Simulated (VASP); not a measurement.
Input:

```yaml
crystal:
  lattice:
    - [1.61205, -2.79215, 0.00000]
    - [1.61205, 2.79215, 0.00000]
    - [0.00000, 0.00000, 5.18418]
  atoms:
    - { symbol: Zr, position: [0.33333, 0.66667, 0.25000] }
    - { symbol: Zr, position: [0.66667, 0.33333, 0.75000] }
```

Level of theory: PW91 GGA, VASP's PBE PAW potentials (set 64) (plane waves; VASP). Settings: 520 eV cut-off, Gaussian smearing of 0.050 eV, potentials Zr_sv.

### Question
What does the run give for the band gap (along the path) with the smallest direct gap where there is one?

### Answer

```
Item                                                          Value
-------------------------  ----------------------------------------
band gap (along the path)  none (metal, semimetal or under 0.01 eV)
```

The compound is Zr in the hcp structure. It was relaxed first.
